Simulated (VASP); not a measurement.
# A VASP study of InGa (PBE): structure first, properties next, part 2 of 3

What structure does InGa take at this level, and what are its properties? The cell is invented: it takes the structure of a Materials Project entry for InBi (space group 216 there), with some of its atoms replaced by other elements, volume scaled by an estimate. It may not be a known or stable phase. Left out of this account: 1 further run (elastic: elastic constants of a metal on too coarse a mesh).

VASP 6.6.1; PBE; plane waves and PAW (In_d, Ga_d); invented cell.

Still holding for the runs below: The k-mesh is coarse for a metal.

So far. Step 2 (Full relaxation (PBE)): It ends with forces that vanish by symmetry and a pressure of -0.03 GPa. Step 3 (Second relaxation): It ends with forces that vanish by symmetry and a pressure of 0.00 GPa. The relaxed cell has a = 6.349 Å (conventional setting).

## (4) Density, ELF and potential (PBE)

The relaxed cell gets a fresh self-consistent run, on a basis set for its own volume, to fix the density and to check the remaining stress.

INCAR reads:

```
SYSTEM = InGa
PREC = Accurate
ENCUT = 400
EDIFF = 1E-06
NELM = 100
ISMEAR = 0
SIGMA = 0.05
LREAL = .FALSE.
ALGO = Normal
GGA = PE
LORBIT = 11
LWAVE = .FALSE.
LCHARG = .TRUE.
ISIF = 2
LELF = .TRUE.
LVHAR = .TRUE.
```

POSCAR reads:

```
InGa
1.0
    0.0000000000      3.1745305689      3.1745305689
    3.1745305689      0.0000000000      3.1745305689
    3.1745305689      3.1745305689      0.0000000000
In Ga
1 1
Direct
    0.0000000000      0.0000000000      0.0000000000
    0.2500000000      0.2500000000      0.2500000000
```

KPOINTS reads:

```
Automatic mesh
0
Gamma
6 6 6
0 0 0
```

PAW data sets: In_d and Ga_d (PBE family, release 64).

Started as:

```bash
mpirun -np 1 vasp_std
```

Output:

```text
[... set-up lines as in an earlier step ...]
 entering main loop
       N       E                     dE             d eps       ncg     rms          rms(c)
DAV:   1     0.154701811587E+03    0.15470E+03   -0.11740E+04   544   0.185E+03
DAV:   3    -0.454478999776E+01   -0.11695E+02   -0.11656E+02   706   0.116E+02
DAV:   4    -0.479324105243E+01   -0.24845E+00   -0.24832E+00   637   0.183E+01
DAV:   5    -0.480517030265E+01   -0.11929E-01   -0.11928E-01   806   0.318E+00    0.263E+00
DAV:   6    -0.478197991939E+01    0.23190E-01   -0.66658E-02   691   0.534E+00    0.135E+00
DAV:   7    -0.478112712109E+01    0.85280E-03   -0.30881E-02   812   0.320E+00    0.267E-01
DAV:   8    -0.478154534973E+01   -0.41823E-03   -0.55539E-03   621   0.102E+00    0.467E-02
DAV:   9    -0.478162918103E+01   -0.83831E-04   -0.36300E-04   666   0.480E-01    0.312E-02
DAV:  10    -0.478164908124E+01   -0.19900E-04   -0.56828E-05   628   0.831E-02    0.748E-03
DAV:  11    -0.478165066228E+01   -0.15810E-05   -0.59240E-06   625   0.740E-02    0.285E-03
DAV:  12    -0.478165101777E+01   -0.35549E-06   -0.16160E-06   480   0.129E-02
   1 F= -.47816510E+01 E0= -.47804234E+01  d E =-.245517E-02
```

Elapsed: 7 s, on 1 MPI rank of Intel Xeon 6975P-C (Granite Rapids), shared host; peak memory 0.16 GiB.

Parts of OUTCAR (step 4):

```text
  LATTYP: Found a face centered cubic cell.
 ALAT       =     6.3490611378

The static configuration has the point symmetry T_d .

 Found     16 irreducible k-points:

   ENCUT  =  400.0 eV  29.40 Ry    5.42 a.u.   7.32  7.32  7.32*2*pi/ulx,y,z

   NELECT =      26.0000    total number of electrons

 E-fermi :   3.1482

 k-point     1 :       0.0000    0.0000    0.0000
  band No.  band energies     occupation
    ...
      7     -11.0639      2.00000
      8     -11.0639      2.00000
      9     -11.0020      2.00000
     10     -11.0020      2.00000
     11      -5.2998      2.00000
     12       5.3542      0.00000
     13       5.5643      0.00000
     14       5.5643      0.00000
     15       5.5643      0.00000
     16       7.4533      0.00000
    ...

 k-point     2 :       0.1667    0.0000    0.0000
  band No.  band energies     occupation
    ...
      8     -11.0643      2.00000
      9     -10.9984      2.00000
     10     -10.9984      2.00000
     11      -5.0128      2.00000
     12       2.8175      2.00000
     13       5.0646      0.00000
     14       5.0646      0.00000
     15       6.0564      0.00000
     16       8.0649      0.00000
     17       8.0650      0.00000

  Total       -0.0548308     -0.0548308     -0.0548308     -0.0000000     -0.0000000      0.0000000
  in kB       -1.3729868     -1.3729868     -1.3729868     -0.0000000     -0.0000000      0.0000000
  external PRESSURE =      -1.3729868 kB  Pullay stress =       0.0000000 kB

  energy-cutoff  :      400.00
  volume of cell :       63.98
      direct lattice vectors                 reciprocal lattice vectors
     0.000000000  3.174530569  3.174530569    -0.157503602  0.157503602  0.157503602
     3.174530569  0.000000000  3.174530569     0.157503602 -0.157503602  0.157503602
     3.174530569  3.174530569  0.000000000     0.157503602  0.157503602 -0.157503602

 POSITION                                       TOTAL-FORCE (eV/Angst)
 -----------------------------------------------------------------------------------
      0.00000      0.00000      0.00000         0.000000      0.000000      0.000000
      1.58727      1.58727      1.58727        -0.000000     -0.000000     -0.000000
 -----------------------------------------------------------------------------------
    total drift:                               -0.000001     -0.000001     -0.000001

  FREE ENERGIE OF THE ION-ELECTRON SYSTEM (eV)
  ---------------------------------------------------
  free  energy   TOTEN  =        -4.7816510178 eV

  energy  without entropy=       -4.7791958460  energy(sigma->0) =       -4.78042343

[... 5 parts as in an earlier step ...]

[... 6 further parts left out ...]
```

This step gave:

* SCF cycles: 12
* free energy (TOTEN): -4.782 eV
* pressure: -0.1373 GPa

Valence electrons inside each PAW sphere by angular momentum. Sphere charges, by row:

```csv
atom,s (e),p (e),d (e),tot (e)
In1,0.975,0.583,9.838,11.39
Ga2,1.03,0.594,9.929,11.55
```

Valence density in the ac plane of a cell with a along [110], b along [-110] and c along [001] of the cube at fractional y = 0.000, with atoms of In and Ga within 0.2 Å of it. It is the smooth field of the valence electrons, not physical close to the nuclei.

Ten steps, logarithmic in the rise over the least value, from '_' (0 e/Å³) to '@' (13 e/Å³), each cell a mean:
```
%%##==::..........::==##@@%%**--..........::--**%%
**++--::::::--::::::--++****==::::::----::::::==**
--::::::--**##**--::::::----::::::++####++::::::--
......::++%%@@%%++::..........::--##@@@@##--......
____..::++@@@@%%++::..________..--##@@@@##--..____
______..--**##**--..__________..::++####++::..____
______....----::....____________..::----::..______
__________......__________________........________
__________________________________________________
__________________________________________________
__________________________________________________
__________________________________________________
__________________________________________________
::....______________....::....________________....
==--::..__________..::--====::..____________..--==
##**--..__________..--**####++::..________..::++##
@@%%++::..______..::++%%@@%%**--....____....--**@@
```
Columns run along a (9.0 Å), rows up along c (6.3 Å), edges of the conventional cell, whose origin can differ from the input's. Atoms in or near the plane, at fractional coordinates: In at (0.50, 0.00), In at (0.00, 0.00), Ga at (0.75, 0.75), Ga at (0.25, 0.75).

Electrostatic potential energy in the ac plane of a cell with a along [110], b along [-110] and c along [001] of the cube at fractional y = 0.000, with atoms of In and Ga within 0.2 Å of it. With pseudopotentials it is smooth inside the atoms' cores, unlike the true potential.

Values in eV, 9 rows by 16 columns, each cell a mean:
```
-64 -29  -2  -3  -4  -1 -16 -58 -64 -29  -2  -3  -4  -1 -16 -58
 -8  -2  -9 -33 -38 -16  -2  -7  -8  -2  -9 -33 -38 -16  -2  -7
  3   2 -11 -39 -44 -20   0   3   3   2 -11 -39 -44 -20   0   3
  4   3   0  -9 -11  -2   3   4   4   3   0  -9 -11  -2   3   4
  4   4   4   3   3   3   4   4   4   4   4   3   3   3   4   4
  4   4   4   4   4   4   4   4   4   4   4   4   4   4   4   4
  2   3   4   4   4   4   3   2   2   3   4   4   4   4   3   2
-19  -5   2   4   4   3  -1 -15 -19  -5   2   4   4   3  -1 -15
-71 -36  -1   3   3   1 -20 -66 -71 -36  -1   3   3   1 -20 -66
```
Columns run along a (9.0 Å; values clipped at the 3rd and 97th percentile), rows up along c (6.3 Å), edges of the conventional cell, whose origin can differ from the input's. Atoms in or near the plane, at fractional coordinates: In at (0.50, 0.00), In at (0.00, 0.00), Ga at (0.75, 0.75), Ga at (0.25, 0.75).

ELF in the ac plane of a cell with a along [110], b along [-110] and c along [001] of the cube at fractional y = 0.000, with atoms of In and Ga within 0.2 Å of it. It is the smooth field of the valence electrons, not physical close to the nuclei.

Ten even steps from '0' (0.02) to '9' (0.44), each cell a mean:
```
0277998997720057898898740
4679987899764578987799874
6789854689876679974479976
6799622279976689842248986
5688623268865578742247875
2367753577632257764467752
0147777777410126777777620
0025788874200013688886310
0002456542000001356643100
0000122210000000122221000
1000001000001100000000001
3211000001123321000000123
6542000012456553100001355
6664200024666665310013566
6766411146676666521135666
1476532356741266643346662
1166766676611047676676730
```
Columns run along a (9.0 Å), rows up along c (6.3 Å), edges of the conventional cell, whose origin can differ from the input's. Atoms in or near the plane, at fractional coordinates: In at (0.50, 0.00), In at (0.00, 0.00), Ga at (0.75, 0.75), Ga at (0.25, 0.75).

In this run the pressure is -0.14 GPa, small enough to go on.

## (5) Band structure (PBE)

The mesh alone shows little of the dispersion and can miss band extrema, so KPOINTS_OPT adds a path through the symmetry points after the self-consistent cycle.

INCAR, as its differences from that of step 4:

```diff
@@ -12,5 +12,2 @@
 LWAVE = .FALSE.
-LCHARG = .TRUE.
-ISIF = 2
-LELF = .TRUE.
-LVHAR = .TRUE.
+LCHARG = .FALSE.
```

POSCAR is that of step 4.

KPOINTS is that of step 4.

KPOINTS_OPT reads:

```
Line mode
16
Line-mode
Reciprocal
  0.00000000   0.00000000   0.00000000 GAMMA
  0.50000000   0.00000000   0.50000000 X

  0.50000000   0.00000000   0.50000000 X
  0.50000000   0.25000000   0.75000000 W

  0.50000000   0.25000000   0.75000000 W
  0.37500000   0.37500000   0.75000000 K

  0.37500000   0.37500000   0.75000000 K
  0.00000000   0.00000000   0.00000000 GAMMA

  0.00000000   0.00000000   0.00000000 GAMMA
  0.50000000   0.50000000   0.50000000 L

  0.50000000   0.50000000   0.50000000 L
  0.62500000   0.25000000   0.62500000 U

  0.62500000   0.25000000   0.62500000 U
  0.50000000   0.25000000   0.75000000 W

  0.50000000   0.25000000   0.75000000 W
  0.50000000   0.50000000   0.50000000 L

  0.50000000   0.50000000   0.50000000 L
  0.37500000   0.37500000   0.75000000 K

  0.62500000   0.25000000   0.62500000 U
  0.50000000   0.00000000   0.50000000 X
```

Started as:

```bash
mpirun -np 1 vasp_std
```

Output:

```text
[... set-up lines as in an earlier step ...]
 entering main loop
       N       E                     dE             d eps       ncg     rms          rms(c)
[... 11 cycles as in an earlier step ...]
   1 F= -.47816510E+01 E0= -.47804234E+01  d E =-.245517E-02
 Start KPOINTS_OPT (optional k-point list driver)
k-point batch [1-16\160]
       N       E                     dE             ncg
DAV:   1    -0.104214929857E+04   -0.69781E+04      544
DAV:   2    -0.337470146659E+04   -0.23326E+04      545
DAV:   3    -0.356878312837E+04   -0.19408E+03      676
DAV:   4    -0.357345015977E+04   -0.46670E+01      655
DAV:   5    -0.357363044274E+04   -0.18028E+00      805
DAV:   6    -0.357363445431E+04   -0.40116E-02      713
DAV:   7    -0.357363462121E+04   -0.16691E-03      835
DAV:   8    -0.357363462361E+04   -0.23999E-05      458
DAV:   9    -0.357363462373E+04   -0.11870E-06      442
[...]
k-point batch [145-160\160]
       N       E                     dE             ncg
DAV:   1    -0.118112517362E+04   -0.13158E+05      545
DAV:   2    -0.348892422577E+04   -0.23078E+04      552
DAV:   3    -0.366692491386E+04   -0.17800E+03      582
DAV:   4    -0.367138792059E+04   -0.44630E+01      669
DAV:   5    -0.367158500196E+04   -0.19708E+00      736
DAV:   6    -0.367159092743E+04   -0.59255E-02      720
DAV:   7    -0.367159117070E+04   -0.24327E-03      816
DAV:   8    -0.367159117281E+04   -0.21172E-05      440
DAV:   9    -0.367159117296E+04   -0.14275E-06      320
```

Run time: 38 s. Hardware: 1 MPI rank; peak memory 0.18 GiB.

From OUTCAR (step 5):

```text
   NELECT =      26.0000    total number of electrons

 E-fermi :   3.1482

[... 20 parts as in an earlier step ...]

[... 2 further parts left out ...]
```

Spin-orbit coupling is off here; with elements this heavy it splits and shifts levels by tenths of an eV or more.

Electronic bands along the path, in eV, zero at the Fermi level; # counts the bands kept:

```csv
point,#1,#2,#3,#4,#5
Γ,-8.45,2.21,2.42,2.42,2.42
0.47 of the way,-7.70,-1.29,0.64,0.64,2.91
X,-5.43,-4.78,-0.42,-0.42,2.40
0.53 of the way,-5.38,-4.72,-0.91,-0.87,3.58
W,-5.34,-4.68,-1.21,-1.15,5.60
0.47 of the way,-5.48,-4.57,-1.45,-0.61,3.96
K,-5.59,-4.50,-1.57,-0.02,2.91
0.47 of the way,-7.38,-2.25,-0.49,1.48,3.82
Γ,-8.45,2.21,2.42,2.42,2.42
0.53 of the way,-7.73,-1.90,1.53,1.53,2.62
L,-6.63,-4.14,1.11,1.11,2.28
0.47 of the way,-6.36,-4.08,-0.65,0.65,3.43
U,-5.59,-4.50,-1.57,-0.02,2.91
0.53 of the way,-5.48,-4.57,-1.45,-0.61,3.96
W,-5.34,-4.68,-1.21,-1.15,5.60
0.53 of the way,-6.27,-4.08,-0.86,0.36,4.02
L,-6.63,-4.14,1.11,1.11,2.28
0.47 of the way,-6.36,-4.08,-0.65,0.65,3.43
K,-5.59,-4.50,-1.57,-0.02,2.91
jump to U,-5.59,-4.50,-1.57,-0.02,2.91
0.47 of the way,-5.42,-4.73,-1.00,-0.30,2.65
X,-5.43,-4.78,-0.42,-0.42,2.40
```

Of the projections kept (In, Ga), the largest for each band there; the rest of the weight can lie on other orbitals:

```csv
point,#1,#2,#3,#4,#5
Γ,Ga 0.52,Ga 0.59,Ga 0.59,Ga 0.59,Ga 0.59
X,Ga 0.83,In 0.84,Ga 0.51,Ga 0.51,In 0.51
W,Ga 0.84,In 0.84,In 0.55,Ga 0.53,Ga 0.79
K,Ga 0.70,In 0.70,In 0.52,Ga 0.51,In 0.52
Γ,Ga 0.52,Ga 0.59,Ga 0.59,Ga 0.59,Ga 0.59
L,Ga 0.57,In 0.57,Ga 0.53,Ga 0.53,In 0.50
```

The electronic bands as a text plot (rows in eV, shown from -8.0 to 2.3 only):

```
    2.1 |                     **  * *                   *
    1.6 |***                 *  **   **
    1.2 |                   *      *   ****             **
    0.8 | * *              *   *           **         **  *
    0.4 |  * **          **   * *   *      * *       * * * **
   -0.1 |      *        *                     **    *     *  **
   -0.5 |       ***    *     * *            *   *  *  *        **
   -0.9 |   *      ****     *        *           *   *     *   *
   -1.4 |            ****  *  *              * ******       * *
   -1.8 |    *           **           *       *              *
   -2.2 |     *              *
   -2.6 |                              *
   -3.1 |      *            *
   -3.5 |                  *            *
   -3.9 |                 *              *****       *******
   -4.4 |       *      ***                    ***  **       **
   -4.8 |        ******                          **           ***
   -5.2 |         *****                          **            *
   -5.6 |        *     ***                    ***  *         ** *
   -6.1 |       *         *                  *      **     **
   -6.5 |      *           *             ****         *****
   -6.9 |                   *           *
   -7.4 |    **              *         *
   -7.8 |   *                 *       *
         Γ       X    W  K        Γ      L     U  W     L   K|U X
```

There is no gap at this level.

[end of part 2 of 3]

[Lines on the potential files, build, host, timing and source positions are cut from VASP's logs without a mark.]

[Logs are printed without paths, hosts, clocks, repeated set-up lines and the standing remarks that a program may print on its own settings, such as how far it seeks lower states.]

[Hosts, paths, dates, database ids (printed as entryN), source tags and the programs' standing remarks are cut or masked in the printed files.]

[A measured line is paired with the nearest computed mode of its activity, which favours agreement.]
